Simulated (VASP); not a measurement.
An input for Quantum ESPRESSO's pw.x (written as the equivalent of a VASP run, and not itself run):

```
&CONTROL
  calculation = 'scf'
  pseudo_dir = './pseudo'
  outdir = './out'
  tprnfor = .true.
  tstress = .true.
/
&SYSTEM
  ibrav = 0
  nat = 8
  ntyp = 3
  ecutwfc = 84
  occupations = 'tetrahedra'
  input_dft = 'pbesol'
/
&ELECTRONS
  conv_thr = 7.3e-09
  electron_maxstep = 100
/
ATOMIC_SPECIES
  Zr 91.224 Zr.upf
  N 14.007 N.upf
  Sc 44.956 Sc.upf
CELL_PARAMETERS angstrom
     0.0010358    4.4919525    4.4932543
     4.4919525    0.0010358    4.4932543
     2.2464942    2.2464942    0.0000000
ATOMIC_POSITIONS crystal
  Zr   1.0000000  0.0000000  1.0000000
  N    0.2490326  0.2490326  0.5019348
  N    0.2489944  0.7510056  0.5000000
  N    0.7510056  0.2489944  0.5000000
  N    0.7509674  0.7509674  0.4980652
  Sc   1.0000000  0.5000000  1.0000000
  Sc   0.5000000  0.0000000  1.0000000
  Sc   0.5000000  0.5000000  1.0000000
K_POINTS automatic
  7 7 13 0 0 0
```

Write the VASP files for the same calculation (PBEsol).

One answer among several that fit: 
**POSCAR**
```
Sc3ZrN4
1
    0.0010358487     4.4919525132     4.4932542738
    4.4919525132     0.0010358487     4.4932542738
    2.2464941809     2.2464941809     0.0000000000
Zr N Sc
1 4 3
Direct
  1.0000000000   0.0000000000   1.0000000000
  0.2490326094   0.2490326094   0.5019347812
  0.2489943752   0.7510056248   0.5000000000
  0.7510056248   0.2489943752   0.5000000000
  0.7509673906   0.7509673906   0.4980652188
  1.0000000000   0.5000000000   1.0000000000
  0.5000000000   0.0000000000   1.0000000000
  0.5000000000   0.5000000000   1.0000000000
```

**KPOINTS**
```
Regular mesh
0
Gamma
 7 7 13
0 0 0
```

### INCAR
```
SYSTEM = Sc3ZrN4
PREC = Accurate; ENCUT = 520; LREAL = .FALSE.
LASPH = .TRUE.
EDIFF = 1E-7; NELM = 100; ALGO = Normal
LMAXMIX = 4
ISMEAR = -5
GGA = PS
ISIF = 2
LWAVE = .FALSE.; LCHARG = .TRUE.; LORBIT = 11
NEDOS = 601
LEFG = .TRUE.
```

POTCAR, in this order: Zr_sv N Sc_sv (PBE.64 set). Program: vasp_std.

Limits of the translation: the potentials are each code's own (VASP's PAW set, PseudoDojo norm-conserving files in pw.x), so ENCUT and ecutwfc are chosen apart and not converted; conv_thr bounds pw.x's estimated SCF error, while EDIFF bounds the energy change between steps; the field gradients of LEFG aren't asked of the other code.

The structure was generated: Sc3ZrN4 was put into an ordered model structure (Cmmm), which need not be its known phase. It was relaxed first.
